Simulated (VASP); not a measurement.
Level of theory: PBE GGA, VASP's PBE PAW potentials (set 64) (plane waves; VASP).

The input files of a VASP run:

### KPOINTS
```
K-points
0
Gamma
10 10 8
```

POSCAR:
```
ZrB2
1
    1.5817500000    -2.7672120000     0.0000000000
    1.5817500000     2.7672120000     0.0000000000
    0.0000000000     0.0000000000     3.5391650000
Zr B
1 2
Direct
  0.0000000000   0.0000000000   0.0000000000
  0.3333330000   0.6666670000   0.5000000000
  0.6956190000   0.3622850000   0.5000000000
```

INCAR:
```
ALGO  =  Normal
AMIX  =  0.1
BMIX  =  3.0
EDIFF  =  1E-6
ENCUT  =  520
GGA  =  PE
IMIX  =  4
ISIF  =  2
ISMEAR  =  1
LASPH  =  .True.
LCHARG  =  .False.
LMAXMIX  =  4
LREAL  =  .False.
LWAVE  =  .False.
NELM  =  100
PREC  =  Accurate
SIGMA  =  0.1
SYSTEM  =  ZrB2
```

POTCAR, in this order: Zr_sv B (PBE.64 set). Program: vasp_std.

Task: Predict the energy per atom (σ→0), largest force, band gap (on the k-mesh).

Result: 
```
Property                                                     Value
------------------------  ----------------------------------------
energy per atom (σ→0)                               -8.303 eV/atom
band gap (on the k-mesh)  none (metal, semimetal or under 0.01 eV)
largest force                                           1.385 eV/Å
```

OSZICAR:
```
...
DAV:  11    -0.249090887833E+02    0.10193E-02   -0.63135E-03  7501   0.756E-01    0.157E-01
DAV:  12    -0.249089979718E+02    0.90812E-04   -0.97468E-04  8905   0.272E-01    0.123E-01
DAV:  13    -0.249090182267E+02   -0.20255E-04   -0.67377E-05  8986   0.814E-02    0.763E-02
DAV:  14    -0.249090091383E+02    0.90884E-05   -0.33834E-05  8103   0.589E-02    0.391E-02
DAV:  15    -0.249090077888E+02    0.13495E-05   -0.14414E-05  8666   0.354E-02    0.161E-02
DAV:  16    -0.249090092847E+02   -0.14959E-05   -0.39711E-06  8134   0.194E-02    0.210E-03
DAV:  17    -0.249090093766E+02   -0.91949E-07   -0.15592E-07  3740   0.396E-03
   1 F= -.24909009E+02 E0= -.24909099E+02  d E =0.268557E-03
```

The compound is ZrB2 in the AlB2 type structure. The cell was not relaxed at this level, atoms are displaced from their ideal sites. The run is one of a series of settings (AMIX = 0.1, BMIX = 3.0, IMIX = 4 against the base run), some of them coarse on purpose.
